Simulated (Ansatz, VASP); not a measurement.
# One calculation of ScF3, two programs

```
CELL_PARAMETERS angstrom
4.01245 0.00000 0.00000
0.00000 4.01245 0.00000
0.00000 0.00000 4.01245
ATOMIC_POSITIONS crystal
Sc 0.00000 0.00000 0.00000
F 0.50000 0.00000 0.00000
F 0.00000 0.50000 0.00000
F 0.00000 0.00000 0.50000
```

Alike in both runs: task single point; functional LDA; k mesh 6 × 6 × 6; occupations gaussian, width 0.05 eV; no spin polarisation.

```csv
,VASP,Ansatz
version,VASP 6.6.1,Ansatz 0.2.0
potentials or method,"VASP PAW LDA potentials, release 64 (Sc_sv, F)","scalar-relativistic, plane waves, PAW"
plane-wave cutoff (eV),520,420
valence electrons in the cell,32,32
```

```tsv
	VASP	Ansatz	Ansatz less VASP
gap on the k mesh at the Fermi level (eV)	6.18	6.21	+0.029
least direct gap on the mesh (eV)	6.72	6.75	+0.036
pressure (GPa)	-2.3	-3.0	-0.66
```

A k mesh can miss the band edges. Expect the measured gap to be larger: semilocal functionals such as LDA lack the derivative discontinuity.
